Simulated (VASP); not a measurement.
Here is the system:

```yaml
crystal:
  lattice:
    - [3.71796, 0.00000, 0.00000]
    - [-1.85898, 3.21985, 0.00000]
    - [0.00000, 0.00000, 6.08458]
  atoms:
    - { symbol: Zr, position: [0.00000, 0.00000, 0.00000] }
    - { symbol: S, position: [0.66667, 0.33333, 0.76209] }
    - { symbol: S, position: [0.33333, 0.66667, 0.23791] }
```

The numbers are results of PBE GGA, VASP's PBE PAW potentials (set 64) (plane waves; VASP), not measurements. Numerical set-up: 300 eV cut-off, 5×5×3 Γ-centred mesh, Gaussian smearing of 0.010 eV, potentials Zr_sv S.

At this cut-off the stress carries a Pulay error, which pulls relaxed volumes low.

**Question.** Which forces act on the atoms, in eV/Å?

**Answer.** 
```csv
atom,Fx,Fy,Fz
Zr1,0.000,0.000,0.000
S2,0.000,0.000,0.180
S3,0.000,0.000,-0.180
```

**Question.** Give the stress tensor in GPa (positive for a compressed cell).

**Answer.** 
```
-1.91   0.00   0.00
 0.00  -1.91   0.00
 0.00   0.00  -0.84
```
The pressure is its mean diagonal, -1.55 GPa.

The structure comes from a computed database's ZrS2 entry; how it stands against other phases isn't given here. The cell was not relaxed at this level.
